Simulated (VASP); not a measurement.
Consider the following.

```
CELL_PARAMETERS angstrom
      1.82678    -3.16408     0.00000
      1.82678     3.16408     0.00000
      0.00000     0.00000     6.01747
ATOMIC_POSITIONS crystal
  Sn 0.00000 0.00000 0.00000
  S  0.33333 0.66667 0.24495
  S  0.66667 0.33333 0.75505
```

Computed with PBEsol GGA, VASP's PBE PAW potentials (set 64) (plane waves; VASP). Numerical set-up: 400 eV cut-off, 8×8×4 Γ-centred mesh, tetrahedra with Blöchl corrections, potentials Sn_d S.

The cores are frozen, which limits the accuracy of field gradients. Without a dispersion term in the relaxation, distances and binding between the weakly bound layers, chains or molecules are unreliable, and so is what depends on them.

### Question
Give the principal components of the electric field gradient (V/Å²) and the asymmetry η at each nucleus.

### Answer

| atom | Vxx | Vyy | Vzz | η |
|---|---|---|---|---|
| Sn1 | -4.8 | -4.8 | 9.7 | 0.00 |
| S2 | 22.0 | 22.0 | -44.1 | 0.00 |
| S3 | 22.0 | 22.0 | -44.1 | 0.00 |

The compound is SnS2 in the 1T layered structure. It was relaxed first.
